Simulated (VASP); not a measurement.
```xyz
8
Lattice="3.2568 0.0000 0.0000 0.0000 3.2568 0.0000 0.0000 0.0000 24.1013" Properties=species:S:1:pos:R:3 pbc="T T T"
Hf     0.0000     1.6284     8.5963
Hf     1.6284     0.0000    10.8992
Hf     0.0000     1.6284    13.2021
Hf     1.6284     0.0000    15.5050
C      0.0000     1.6284    10.8992
C      1.6284     0.0000     8.5963
C      0.0000     1.6284    15.5050
C      1.6284     0.0000    13.2021
```

The numbers are results of PBEsol GGA, VASP's PBE PAW potentials (set 64) (plane waves; VASP 6.6.1), not measurements. Run with PREC = Normal, EDIFF = 1E-5, 450 eV cut-off, 9×9×1 Γ-centred mesh, first-order Methfessel-Paxton smearing of 0.10 eV, potentials Hf_pv C.

**Question.** The ions are relaxed. Which structure does the run end with?

**Answer.** 
```xyz
8
Lattice="3.2568 0.0000 0.0000 0.0000 3.2568 0.0000 0.0000 0.0000 24.1013" Properties=species:S:1:pos:R:3 pbc="T T T"
Hf     0.0000     1.6284     8.6832
Hf     1.6284     0.0000    10.9191
Hf     0.0000     1.6284    13.1822
Hf     1.6284     0.0000    15.4181
C      0.0000     1.6284    10.8929
C      1.6284     0.0000     8.5866
C      0.0000     1.6284    15.5147
C      1.6284     0.0000    13.2084
```

**Question.** How much energy does the relaxation gain?

**Answer.** The energy (σ→0) changes by -16.2 meV/atom, in 7 ionic steps.

The cell is a thin slab with vacuum, built from HfC (rock salt): (100) face.
